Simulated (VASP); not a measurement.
Ga2SiS:

```
Ga Si S
1.0
     3.97502    0.00000    0.00000
     0.00000    3.97502    0.00000
     0.00000    0.00000    3.88882
Ga Si S
2 1 1
Direct
  0.00000 0.50000 0.50000
  0.50000 0.00000 0.50000
  0.50000 0.50000 0.00000
  0.00000 0.00000 0.00000
```

The cell was built by a generator and needn't be a form met in nature.

The cell isn't the ideal one: species swapped into the TiAgHg2 type (P4/mmm, No. 123).

```yaml
Program: VASP 6.6.1
Task: relaxation of cell and atoms
Functional: PBE
Potentials_or_basis: VASP PAW PBE potentials, release 64 (Ga_d, Si, S)
Cutoff: 600 eV
k_mesh: 4 × 4 × 4
Occupations: gaussian, width 0.1 eV
Spin: no spin polarisation
```

At the start: pressure 14.7 GPa; volume 15.36 Å³/atom.

Q: How do energy, volume and symmetry change on relaxing?

A: Over 16 steps the energy falls by 186.3 meV/atom and the volume is 18.63 Å³/atom (+21.3 %); space group P4/mmm (No. 123, to 0.05 Å).

The path:
| step | energy change (eV) | largest force (eV/Å) | pressure (GPa) | volume (Å³) |
| --- | --- | --- | --- | --- |
| 1 | 0.0000 | 0.0000 | 14.70 | 61.45 |
| 2 | -0.5073 | 0.0000 | -0.20 | 74.86 |
| 3 | -0.5075 | 0.0000 | 0.00 | 74.53 |
| 4 | -0.5201 | 0.0000 | -0.09 | 74.69 |
| 5 | -0.5452 | 0.0000 | -0.11 | 75.04 |
| 6 | -0.5833 | 0.0000 | -0.45 | 75.53 |
| 7 | -0.6679 | 0.0000 | -0.97 | 75.79 |
| 8 | -0.5585 | 0.0000 | 2.76 | 73.68 |
| 9 | -0.7427 | 0.0000 | -0.57 | 75.45 |
| 10 | -0.7424 | 0.0000 | -0.75 | 75.53 |
| 11 | -0.7433 | 0.0000 | -0.66 | 75.50 |
| 12 | -0.7031 | 0.0000 | 2.96 | 70.97 |
| 13 | -0.7449 | 0.0000 | -0.16 | 74.78 |
| 14 | -0.7450 | 0.0000 | -0.11 | 74.71 |
| 15 | -0.7445 | 0.0000 | 0.17 | 74.20 |
| 16 | -0.7453 | 0.0000 | -0.01 | 74.50 |

Final structure:
```yaml
crystal:
  lattice:
    - [3.78410, 0.00000, 0.00000]
    - [0.00000, 3.78410, 0.00000]
    - [0.00000, 0.00000, 5.20302]
  atoms:
    - { symbol: Ga, position: [0.00000, 0.50000, 0.50000] }
    - { symbol: Ga, position: [0.50000, 0.00000, 0.50000] }
    - { symbol: Si, position: [0.50000, 0.50000, 0.00000] }
    - { symbol: S, position: [0.00000, 0.00000, 0.00000] }
```

Caveat: the k mesh is coarse (spacing up to 0.40 Å⁻¹), so the values aren't converged; the volume moved by over 15 % at a fixed basis, so the end points are rough.
